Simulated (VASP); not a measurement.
VASP ran on this input.

### KPOINTS
```
Automatic mesh
0
Gamma
6 6 5
0 0 0
```

INCAR:
```
IBRION  =  2
EDIFFG  =  -0.01
NSW  =  30   ! most ionic steps
LCHARG  =  .False.
EDIFF  =  1E-7   ! SCF stop (eV)
ISIF  =  4   ! ions and shape, fixed volume
LASPH  =  .True.   ! aspherical one-centre terms
ALGO  =  Normal   ! blocked Davidson
SIGMA  =  0.05   ! width (eV)
LREAL  =  .False.   ! projection in real space or not
GGA  =  RE   ! revPBE
ENCUT  =  520
LMAXMIX  =  4   ! l cut-off of mixed one-centre charges
SYSTEM  =  BaTiO3
NELM  =  100
LWAVE  =  .False.
PREC  =  Accurate
ISMEAR  =  0   ! Gaussian
```

File POSCAR:
```
BaTiO3
1
    3.9605209078     0.0000000000     0.0000000000
    0.0000000000     3.9605209078     0.0000000000
    0.0000000000     0.0000000000     4.3355867569
Ba Ti O
1 1 3
Direct
  1.0000000000   0.0000000000   0.0200918820
  0.5000000000   0.5000000000   0.5372030589
  0.5000000000   0.5000000000   0.9482296846
  0.0000000000   0.5000000000   0.4792376873
  0.5000000000   0.0000000000   0.4792376873
```

POTCAR, in this order: Ba_sv Ti_sv O (PBE.64 set). Program: vasp_std.

Question: Write an equivalent input for Quantum ESPRESSO's pw.x.

Answer: One equivalent input (not run):
```
&CONTROL
  calculation = 'vc-relax'
  pseudo_dir = './pseudo'
  outdir = './out'
  tprnfor = .true.
  tstress = .true.
  nstep = 30
  forc_conv_thr = 0.00039
/
&SYSTEM
  ibrav = 0
  nat = 5
  ntyp = 3
  ecutwfc = 84
  occupations = 'smearing'
  smearing = 'gaussian'
  degauss = 0.003675
  input_dft = 'revpbe'
/
&ELECTRONS
  conv_thr = 7.3e-09
  electron_maxstep = 100
/
&IONS
/
&CELL
  cell_dofree = 'shape'
/
ATOMIC_SPECIES
  Ba 137.327 Ba.upf
  Ti 47.867 Ti.upf
  O 15.999 O.upf
CELL_PARAMETERS angstrom
     3.9605209    0.0000000    0.0000000
     0.0000000    3.9605209    0.0000000
     0.0000000    0.0000000    4.3355868
ATOMIC_POSITIONS crystal
  Ba   1.0000000  0.0000000  0.0200919
  Ti   0.5000000  0.5000000  0.5372031
  O    0.5000000  0.5000000  0.9482297
  O    0.0000000  0.5000000  0.4792377
  O    0.5000000  0.0000000  0.4792377
K_POINTS automatic
  6 6 5 0 0 0
```
The two are equivalent in intent, not identical: the potentials are each code's own (VASP's PAW set, PseudoDojo norm-conserving files in pw.x), so ENCUT and ecutwfc are chosen apart and not converted; conv_thr bounds pw.x's estimated SCF error, while EDIFF bounds the energy change between steps; forc_conv_thr acts on force components and is met together with etot_conv_thr.

The compound is BaTiO3 in the tetragonal perovskite structure. This cell is one point of a volume scan, at 0.97 of the reference volume. Symmetry was kept, so distortions that lower it aren't found.
